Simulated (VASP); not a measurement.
SiSnH6, in a box:

```
Si Sn H
1.0
    14.00000    0.00000    0.00000
     0.00000   12.00000    0.00000
     0.00000    0.00000   13.00000
Si Sn H
1 1 6
Direct
  0.44916 0.51826 0.41199
  0.53727 0.49737 0.58350
  0.34569 0.53775 0.43042
  0.46036 0.41549 0.34928
  0.48846 0.61419 0.35328
  0.52575 0.61531 0.65595
  0.65616 0.47393 0.56373
  0.49235 0.38819 0.65246
```

Base run:

* Program: VASP 6.6.1
* Functional: HSE06
* Dispersion: TS
* Potentials or basis: VASP PAW PBE potentials, release 64 (Si, Sn_d, H)
* Cutoff: 520 eV
* k mesh: 1 × 1 × 1
* Occupations: gaussian, width 0.01 eV
* Spin: no spin polarisation

Its results: gap between the frontier levels 6.95 eV; largest force 0.061 eV/Å.

**Question.** The run is repeated on the same cell with these changes: functional from HSE06 to PBE; further incar settings from ALGO = Normal; EDIFF = 1e-07; NBANDS = 22 to ALGO = Fast; EDIFF = 1e-06. What comes out?

**Answer.** Gap between the frontier levels 5.93 eV; largest force 0.174 eV/Å.

Caveats: spin-orbit coupling is left out, which moves the levels of the heavy elements; the PAW data sets were made with another functional, which shifts forces and pressure a little (some runs).

A k mesh can miss the band edges.

Not every run made on this cell is shown here.
